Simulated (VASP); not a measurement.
# Quasiparticle energies of InP in VASP

How does the gap of InP change from the starting functional to GW? The cell is of the zinc-blende type, one of the forms listed for this formula, which need not be the common one. The start is a cell from a database of measured crystal structures.

Method: r2SCAN; plane waves and PAW (In_d_GW, P_GW), in the first sound run; inputs show where later runs differ, in VASP 6.6.1.

The database entry behind the starting cell differs from later determinations by our own check (0.1 to 0.3 % short, probably kX units), so it need not match the best structure at ambient conditions.

### 1. Set-up

It takes space group F-43m (No. 216, cubic). The conventional cell has a = 5.861 Å, b = 5.861 Å, c = 5.861 Å, α = 90.00°, β = 90.00°, γ = 90.00°. In has 4 P at 2.54 Å nearest. Nearest to P lie 4 In at 2.54 Å. Farther neighbours are not listed.

Structure file:

```cif
data_structure
_symmetry_space_group_name_H-M 'P 1'
_symmetry_Int_Tables_number 1
_cell_length_a 4.1444
_cell_length_b 4.1444
_cell_length_c 4.1444
_cell_angle_alpha 60.000
_cell_angle_beta 60.000
_cell_angle_gamma 60.000
_cell_volume 50.33
loop_
_atom_site_label
_atom_site_type_symbol
_atom_site_fract_x
_atom_site_fract_y
_atom_site_fract_z
_atom_site_occupancy
In1 In 0.00000 0.00000 0.00000 1
P2 P 0.75000 0.75000 0.75000 1
```

### 2. Ground state

The orbitals come from a self-consistent r2SCAN run with a tight EDIFF and a narrow smearing. KPOINTS_OPT adds the bands along a path, which shows whether the mesh holds the band edges.

Input file INCAR:

```
SYSTEM = InP
PREC = Accurate
ENCUT = 300
EDIFF = 1E-08
NELM = 100
ISMEAR = 0
SIGMA = 0.01
LREAL = .FALSE.
ALGO = Normal
METAGGA = R2SCAN
LASPH = .TRUE.
NBANDS = 15
LORBIT = 11
LWAVE = .TRUE.
LCHARG = .FALSE.
KPAR = 8
```

Input file POSCAR:

```
InP
1.0
    0.0000000000      2.9305000000      2.9305000000
    2.9305000000      0.0000000000      2.9305000000
    2.9305000000      2.9305000000      0.0000000000
In P
1 1
Direct
    0.0000000000      0.0000000000      0.0000000000
    0.7500000000      0.7500000000      0.7500000000
```

Input file KPOINTS:

```
Automatic mesh
0
Gamma
4 4 4
0 0 0
```

Input file KPOINTS_OPT:

```
Line mode
12
Line-mode
Reciprocal
  0.00000000   0.00000000   0.00000000 GAMMA
  0.50000000   0.00000000   0.50000000 X

  0.50000000   0.00000000   0.50000000 X
  0.50000000   0.25000000   0.75000000 W

  0.50000000   0.25000000   0.75000000 W
  0.37500000   0.37500000   0.75000000 K

  0.37500000   0.37500000   0.75000000 K
  0.00000000   0.00000000   0.00000000 GAMMA

  0.00000000   0.00000000   0.00000000 GAMMA
  0.50000000   0.50000000   0.50000000 L

  0.50000000   0.50000000   0.50000000 L
  0.62500000   0.25000000   0.62500000 U

  0.62500000   0.25000000   0.62500000 U
  0.50000000   0.25000000   0.75000000 W

  0.50000000   0.25000000   0.75000000 W
  0.50000000   0.50000000   0.50000000 L

  0.50000000   0.50000000   0.50000000 L
  0.37500000   0.37500000   0.75000000 K

  0.62500000   0.25000000   0.62500000 U
  0.50000000   0.00000000   0.50000000 X
```

PAW data sets: In_d_GW and P_GW (PBE family, release 64).

On the command line:

```sh
$ mpirun -np 8 vasp_std
```

Log:

```text
[banner, memory and clock lines left out]
running    8 mpi-ranks, on    1 nodes
 distrk:  each k-point on    1 cores,    8 groups
 distr:  one band on    1 cores,    1 groups

 POSCAR found type information on POSCAR InP
 POSCAR found :  2 types and       2 ions
|                                                                             |
|           W    W    AA    RRRRR   N    N  II  N    N   GGGG   !!!           |
|           W    W   A  A   R    R  NN   N  II  NN   N  G    G  !!!           |
|           W    W  A    A  R    R  N N  N  II  N N  N  G       !!!           |
|           W WW W  AAAAAA  RRRRR   N  N N  II  N  N N  G  GGG   !            |
|           WW  WW  A    A  R   R   N   NN  II  N   NN  G    G                |
|           W    W  A    A  R    R  N    N  II  N    N   GGGG   !!!           |
|                                                                             |
|     For optimal performance we recommend to set                             |
|       NCORE = 2 up to number-of-cores-per-socket                            |
|     NCORE specifies how many cores store one orbital (NPAR=cpu/NCORE).      |
|     This setting can greatly improve the performance of VASP for DFT.       |
|     The default, NCORE=1 might be grossly inefficient on modern             |
|     multi-core architectures or massively parallel machines. Do your        |
|     Unfortunately you need to use the default for GW and RPA                |
|     calculations (for HF NCORE is supported but not extensively tested      |
|     yet).                                                                   |
|                                                                             |

|                                                                             |
|               ----> ADVICE to this user running VASP <----                  |
|                                                                             |
|     You enforced a specific xc type in the INCAR file but a different       |
|     [... a line on the potential file left out ...]
|     I HOPE YOU KNOW WHAT YOU ARE DOING!                                     |
|                                                                             |

 LDA part: xc-table for (None), standard interpolation
 POSCAR, INCAR and KPOINTS ok, starting setup
 FFT: planning ... GRIDC
 FFT: planning ... GRID_SOFT
 FFT: planning ... GRID
 WAVECAR not read
 entering main loop
       N       E                     dE             d eps       ncg     rms          rms(c)
DAV:   1     0.762565310727E+02    0.76257E+02   -0.61277E+03   312   0.175E+03
DAV:   2    -0.279557111557E+02   -0.10421E+03   -0.98106E+02   395   0.443E+02
DAV:   3    -0.362472947129E+02   -0.82916E+01   -0.82696E+01   388   0.103E+02
DAV:   4    -0.364561980639E+02   -0.20890E+00   -0.20884E+00   357   0.181E+01
DAV:   5    -0.364697040760E+02   -0.13506E-01   -0.13505E-01   426   0.511E+00    0.647E+00
DAV:   6    -0.321742056043E+02    0.42955E+01   -0.23294E+00   324   0.865E+01    0.387E+00
DAV:   7    -0.321283290238E+02    0.45877E-01   -0.32823E-01   369   0.131E+01    0.193E+00
DAV:   8    -0.321371637227E+02   -0.88347E-02   -0.32406E-02   376   0.352E+00    0.691E-01
DAV:   9    -0.321386627890E+02   -0.14991E-02   -0.41247E-03   442   0.936E-01    0.747E-02
DAV:  10    -0.321386843887E+02   -0.21600E-04   -0.51915E-04   338   0.628E-01    0.257E-02
DAV:  11    -0.321386835811E+02    0.80761E-06   -0.69524E-05   368   0.209E-01    0.939E-03
DAV:  12    -0.321386858614E+02   -0.22802E-05   -0.39478E-06   386   0.257E-02    0.260E-03
DAV:  13    -0.321386858490E+02    0.12402E-07   -0.66017E-07   408   0.111E-02    0.630E-04
DAV:  14    -0.321386857890E+02    0.60002E-07   -0.51727E-08   380   0.460E-03    0.197E-04
DAV:  15    -0.321386857731E+02    0.15904E-07   -0.28139E-09   288   0.224E-03    0.841E-05
DAV:  16    -0.321386857344E+02    0.38637E-07   -0.10337E-09   246   0.516E-04    0.358E-05
DAV:  17    -0.321386857425E+02   -0.81241E-08   -0.59713E-10   267   0.961E-04
   1 F= -.32138686E+02 E0= -.32138686E+02  d E =-.985749E-17
 Start KPOINTS_OPT (optional k-point list driver)
k-point batch [1-8\120]
       N       E                     dE             ncg
DAV:   1     0.135578567473E+03   -0.93658E+03      289
DAV:   2    -0.758762862531E+03   -0.89434E+03      362
DAV:   3    -0.865436473185E+03   -0.10667E+03      395
DAV:   4    -0.870025216898E+03   -0.45887E+01      326
DAV:   5    -0.870329254859E+03   -0.30404E+00      434
DAV:   6    -0.870341679409E+03   -0.12425E-01      343
DAV:   7    -0.870342004031E+03   -0.32462E-03      412
DAV:   8    -0.870342020089E+03   -0.16058E-04      350
DAV:   9    -0.870342020555E+03   -0.46536E-06      427
DAV:  10    -0.870342020575E+03   -0.20001E-07      317
DAV:  11    -0.870342020576E+03   -0.15657E-08      274
[...]
k-point batch [113-120\120]
       N       E                     dE             ncg
DAV:   1    -0.653093304591E+02   -0.39025E+04      319
DAV:   2    -0.891871628302E+03   -0.82656E+03      417
DAV:   3    -0.951951744192E+03   -0.60080E+02      409
DAV:   4    -0.953354883893E+03   -0.14031E+01      408
DAV:   5    -0.953457321959E+03   -0.10244E+00      427
DAV:   6    -0.953459340114E+03   -0.20182E-02      408
DAV:   7    -0.953459488174E+03   -0.14806E-03      441
DAV:   8    -0.953459492778E+03   -0.46044E-05      392
DAV:   9    -0.953459493232E+03   -0.45375E-06      441
DAV:  10    -0.953459493244E+03   -0.11867E-07      336
DAV:  11    -0.953459493244E+03   -0.48908E-09      274
 writing wavefunctions
```

Elapsed: 76 s, on 8 MPI ranks of AMD EPYC 7R43, shared host; peak memory 0.93 GiB; 10 min of CPU time.

The logs omit lines about the potential files and the build; timing stands in the text.

OUTCAR, selected parts (step 2):

```text
ion  position               nearest neighbor table
   1  0.000  0.000  0.000-   2 2.54   2 2.54   2 2.54   2 2.54
   2  0.750  0.750  0.750-   1 2.54   1 2.54   1 2.54   1 2.54

  LATTYP: Found a face centered cubic cell.
 ALAT       =     5.8610000000

 Subroutine GETGRP returns: Found 24 space group operations
 (whereof 24 operations were pure point group operations)

The static configuration has the point symmetry T_d .

 Found      8 irreducible k-points:

   k-points           NKPTS =      8   k-points in BZ     NKDIM =      8   number of bands    NBANDS=     15

   dimension x,y,z NGX =    24 NGY =   24 NGZ =   24
   dimension x,y,z NGXF=    48 NGYF=   48 NGZF=   48

   ENCUT  =  300.0 eV  22.05 Ry    4.70 a.u.   5.85  5.85  5.85*2*pi/ulx,y,z

   NELECT =      18.0000    total number of electrons

 k-points in reciprocal lattice and weights: Automatic mesh
   0.00000000  0.00000000  0.00000000       0.016
   0.25000000  0.00000000  0.00000000       0.125
   0.50000000  0.00000000  0.00000000       0.062
   0.25000000  0.25000000  0.00000000       0.094
   0.50000000  0.25000000  0.00000000       0.375
  -0.25000000  0.25000000  0.00000000       0.188
   0.50000000  0.50000000  0.00000000       0.047
  -0.25000000  0.50000000  0.25000000       0.094

 average (electrostatic) potential at core
       1 -79.8642       2 -77.7777

 E-fermi :   3.8296

 k-point     1 :       0.0000    0.0000    0.0000
  band No.  band energies     occupation
    ...
      5     -10.7532      2.00000
      6      -8.2336      2.00000
      7       3.7740      2.00000
      8       3.7740      2.00000
      9       3.7740      2.00000
     10       4.9107      0.00000
     11       8.1794      0.00000
     12       8.1794      0.00000
     13       8.1794      0.00000
     14      12.8669      0.00000
    ...

 k-point     2 :       0.2500    0.0000    0.0000
  band No.  band energies     occupation
    ...
      5     -10.7502      2.00000
      6      -7.5212      2.00000
      7       0.2742      2.00000
      8       3.1957      2.00000
      9       3.1957      2.00000
     10       5.9229      0.00000
     11       8.9027      0.00000
     12       8.9028      0.00000
     13       9.5100      0.00000
     14      12.7762      0.00000
    ...

 k-point     3 :       0.5000    0.0000    0.0000
  band No.  band energies     occupation
    ...
      5     -10.7391      2.00000
      6      -6.4268      2.00000
      7      -2.1253      2.00000
      8       2.7621      2.00000
      9       2.7621      2.00000
     10       5.6077      0.00000
     11       8.8996      0.00000
     12       8.8996      0.00000
     13      11.3022      0.00000
     14      13.8452      0.00000
    ...

  Total        0.4733361      0.4733361      0.4733361      0.0000000     -0.0000000      0.0000000
  in kB       15.0669384     15.0669384     15.0669384      0.0000000     -0.0000000      0.0000000
  external PRESSURE =      15.0669384 kB  Pullay stress =       0.0000000 kB

  energy-cutoff  :      300.00
  volume of cell :       50.33
      direct lattice vectors                 reciprocal lattice vectors
     0.000000000  2.930500000  2.930500000    -0.170619348  0.170619348  0.170619348
     2.930500000  0.000000000  2.930500000     0.170619348 -0.170619348  0.170619348
     2.930500000  2.930500000  0.000000000     0.170619348  0.170619348 -0.170619348

 POSITION                                       TOTAL-FORCE (eV/Angst)
 -----------------------------------------------------------------------------------
      0.00000      0.00000      0.00000         0.000000     -0.000000      0.000000
      4.39575      4.39575      4.39575        -0.000000      0.000000     -0.000000
 -----------------------------------------------------------------------------------
    total drift:                               -0.000034     -0.000034     -0.000034

  FREE ENERGIE OF THE ION-ELECTRON SYSTEM (eV)
  ---------------------------------------------------
  free  energy   TOTEN  =       -32.1386857425 eV

  energy  without entropy=      -32.1386857425  energy(sigma->0) =      -32.13868574

 total charge
# of ion       s       p       d       f       tot
--------------------------------------------------
    1        0.881   0.733  10.059   0.022  11.695
    2        1.101   1.739   0.032   0.000   2.872
--------------------------------------------------
tot          1.982   2.472  10.091   0.022  14.567

[... 3 further parts left out ...]
```

The PAW data sets were made with PBE, which is usual practice but a small mismatch for other functionals.

This step gave:

- free energy (TOTEN): -32.14 eV
- Fermi energy: 3.830 eV
- pressure: 1.507 GPa
- least gap on mesh and path: 1.137 eV
- least direct gap on mesh and path: 1.137 eV

The highest empty bands on the path are converged less tightly, to about 0.1 eV. The electronic bands at the labelled points (eV, zero at the valence-band top; v1 is the highest filled band, c1 the lowest empty one):

```csv
point,v3,v2,v1,c1,c2,c3,c4
Γ,0.00,0.00,0.00,1.14,4.41,4.41,4.41
0.45 of the way,-3.03,-1.30,-1.30,2.89,3.47,6.49,6.49
X,-5.90,-2.42,-2.42,1.98,2.52,9.87,10.27
0.45 of the way,-5.83,-2.71,-2.70,2.78,3.25,8.42,8.44
W,-5.73,-3.07,-3.01,4.56,4.77,6.01,6.56
0.45 of the way,-5.73,-3.31,-2.52,3.54,4.77,6.72,7.25
K,-5.74,-3.43,-2.02,2.61,4.73,7.98,8.01
0.45 of the way,-4.17,-2.32,-0.71,3.30,5.27,5.50,5.51
Γ,0.00,0.00,0.00,1.14,4.41,4.41,4.41
0.45 of the way,-3.15,-0.51,-0.51,2.18,5.07,5.07,5.47
L,-5.90,-1.01,-1.01,1.83,5.13,5.13,7.53
0.45 of the way,-5.75,-2.40,-1.38,2.95,4.76,5.98,7.52
U,-5.74,-3.43,-2.02,2.61,4.73,7.98,8.01
0.45 of the way,-5.74,-3.34,-2.40,3.28,4.76,6.95,7.45
W,-5.73,-3.07,-3.01,4.56,4.77,6.01,6.56
0.55 of the way,-5.72,-2.61,-1.58,3.36,4.49,6.20,7.62
L,-5.90,-1.01,-1.01,1.83,5.13,5.13,7.53
0.45 of the way,-5.75,-2.40,-1.38,2.95,4.76,5.98,7.52
K,-5.74,-3.43,-2.02,2.61,4.73,7.98,8.01
jump to U,-5.74,-3.43,-2.02,2.61,4.73,7.98,8.01
0.55 of the way,-5.86,-2.79,-2.33,2.24,3.03,9.07,9.38
X,-5.90,-2.42,-2.42,1.98,2.52,9.87,10.27
```

Of the projections kept (In, P), the largest for each band there, as a share of the weight inside these atoms' spheres; weight between the spheres isn't counted:

```
point       v3      v2      v1       c1       c2       c3       c4
    Γ   P 0.75  P 0.76  P 0.75  In 0.53  In 0.78  In 0.78  In 0.78
    X  In 0.74  P 0.63  P 0.63  In 0.64  In 0.68   P 0.73  In 0.55
    W  In 0.75  P 0.63  P 0.58   P 0.67  In 0.51  In 0.67  In 0.63
    K  In 0.73  P 0.60  P 0.64  In 0.65   P 0.53  In 0.52   P 0.56
    Γ   P 0.75  P 0.76  P 0.75  In 0.53  In 0.78  In 0.78  In 0.78
    L  In 0.64  P 0.68  P 0.68  In 0.65  In 0.68  In 0.68   P 0.67
```

The electronic bands as a text plot (rows in eV, shown from -5.9 to 4.4 only):

```
    4.2 |++                    ++++              + +          +
    3.8 |  +        +                               +
    3.3 |   +++     +  +   +++                       +
    2.9 |  +   ++  +    + +   +             +++ +     +   ++++ +
    2.5 |    ++  +++     +     +           +   +              + +
    2.0 | +    ++++             +   +++++++            +++     ++
    1.6 |+                       + +
    1.2 |                         +
    0.8 |
    0.3 |
   -0.1 |**                    ******
   -0.5 |* *                 ** **   **
   -1.0 | * *               *  *   *   *****           ***
   -1.4 |                 **    *           *        *** ***
   -1.8 |  * **          *    **    *      * **           * **
   -2.2 |   *  ***      *    *       *      *  **   * *       ***
   -2.7 |         ***  *    *                    * * *     *   **
   -3.1 |            ***   *                 *   ****       * *
   -3.5 |    *          ***   *               ***            *
   -4.0 |                    *        *
   -4.4 |     *                        *
   -4.8 |      *            *
   -5.3 |       *         **
   -5.7 |        *********              *************************
         Γ       X    W  K        Γ      L     U  W     L   K|U X
```

The cell has a gap of 1.14 eV on mesh and path. Spin-orbit coupling is left out, which can shift or reorder these edges.

### 3. Empty bands

The next step needs empty bands that the ground-state run didn't converge, so the Hamiltonian is diagonalised exactly for NBANDS bands, in a single step. LOPTICS writes the k-derivatives of the orbitals (WAVEDER), which give the long-wavelength limit of the screening.

Input file INCAR:

```
SYSTEM = InP
PREC = Accurate
ENCUT = 300
ISMEAR = 0
SIGMA = 0.01
LREAL = .FALSE.
METAGGA = R2SCAN
LASPH = .TRUE.
NBANDS = 56
ALGO = Exact
NELM = 1
LWAVE = .TRUE.
LCHARG = .FALSE.
LOPTICS = .TRUE.
NEDOS = 1000
CSHIFT = 0.1
```

POSCAR is that of step 2.

KPOINTS is that of step 2.

On the command line:

```sh
$ mpirun -np 8 vasp_std
```

Log:

```text
[banner, memory and clock lines left out]
running    8 mpi-ranks, on    1 nodes
 distrk:  each k-point on    8 cores,    1 groups
 distr:  one band on    1 cores,    8 groups

 POSCAR found type information on POSCAR InP
 POSCAR found :  2 types and       2 ions
 [... a notice as in an earlier step ...]

 [... a notice as in an earlier step ...]

 LDA part: xc-table for (None), standard interpolation
 found WAVECAR, reading the header
  number of bands has changed, file:    15 present:    56
  trying to continue reading WAVECAR, but it might fail
 POSCAR, INCAR and KPOINTS ok, starting setup
 FFT: planning ... GRIDC
 FFT: planning ... GRID_SOFT
 FFT: planning ... GRID
 reading WAVECAR
 random initialization beyond band           15
 the WAVECAR file was read successfully
 initial charge from wavefunction
 entering main loop
       N       E                     dE             d eps       ncg     rms          rms(c)
DIA:   1    -0.321386857463E+02   -0.32139E+02    0.00000E+00     0   0.000E+00
   1 F= -.32138686E+02 E0= -.32138686E+02  d E =-.162212E-42
 writing wavefunctions
 optical routines
 imaginary and real dielectric function
 direction            1
 direction            2
 direction            3
```

It took 11 s on 8 MPI ranks; peak memory 0.76 GiB.

From OUTCAR (step 3):

```text
The static configuration has the point symmetry T_d .

 Found      8 irreducible k-points:

   k-points           NKPTS =      8   k-points in BZ     NKDIM =      8   number of bands    NBANDS=     56

   NELECT =      18.0000    total number of electrons

 E-fermi :   3.8690

 k-point     4 :       0.2500    0.2500    0.0000
  band No.  band energies     occupation
    ...
      5     -10.7346      2.00000
      6      -7.2878      2.00000
      7       0.4124      2.00000
      8       2.3086      2.00000
      9       2.3086      2.00000
     10       6.5139      0.00000
     11       7.2554      0.00000
     12      10.5904      0.00000
     13      10.5905      0.00000
     14      11.1407      0.00000
    ...

 k-point     6 :      -0.2500    0.2500    0.0000
  band No.  band energies     occupation
    ...
      5     -10.7481      2.00000
      6      -6.5614      2.00000
      7      -1.1005      2.00000
      8       0.8533      2.00000
      9       2.7064      2.00000
     10       7.1226      0.00000
     11       9.1905      0.00000
     12       9.7682      0.00000
     13       9.7866      0.00000
     14      12.2767      0.00000
    ...

  Total        0.4734926      0.4734926      0.4734926     -0.0000000      0.0000000     -0.0000000
  in kB       15.0719194     15.0719194     15.0719194     -0.0000000      0.0000000     -0.0000000
  external PRESSURE =      15.0719194 kB  Pullay stress =       0.0000000 kB

 POSITION                                       TOTAL-FORCE (eV/Angst)
 -----------------------------------------------------------------------------------
      0.00000      0.00000      0.00000        -0.000000     -0.000000     -0.000000
      4.39575      4.39575      4.39575         0.000000      0.000000      0.000000
 -----------------------------------------------------------------------------------
    total drift:                               -0.000034     -0.000034     -0.000034

  FREE ENERGIE OF THE ION-ELECTRON SYSTEM (eV)
  ---------------------------------------------------
  free  energy   TOTEN  =       -32.1386857463 eV

  energy  without entropy=      -32.1386857463  energy(sigma->0) =      -32.13868575

 plasma frequency squared (from intraband transitions) (eV^2)
  --------------------------------------------------------------------------------------
       0.000       0.000      -0.000
       0.000       0.000      -0.000
      -0.000       0.000       0.000

[... 12 parts as in an earlier step ...]
```

The gap is read on the k-mesh alone, so it is an upper bound where the band edges lie off the mesh, and a coarse mesh can show a gap where there is none.

A gap read on the k-mesh alone can miss the band edges.

This step gave:

```
gap on the k-mesh              : 1.137 eV
least direct gap on the k-mesh : 1.137 eV
```

WAVECAR now holds 56 bands for 18 electrons. Its independent-particle dielectric tensor has xx, yy, zz = 20.8, 20.8, 20.8 on this mesh. It isn't tested for convergence in mesh or bands and lacks local fields, and at a small direct gap a coarse mesh makes it too large, which overscreens the GW step.

[end of part 1 of 4]

[Lines on the potential files, build, host, timing and source positions are cut from VASP's logs without a mark.]

[Logs are printed without paths, hosts, clocks, repeated set-up lines and the standing remarks that a program may print on its own settings, such as how far it seeks lower states.]

[Hosts, paths, dates, database ids (printed as entryN), source tags and the programs' standing remarks are cut or masked in the printed files.]

[Pressures printed for these runs are not shown converged in the cutoff: they can be off by several GPa and have the wrong sign.]

[In band tables of VASP the shares of atoms and orbitals are scaled to a sum of 1 inside the atoms' spheres.]
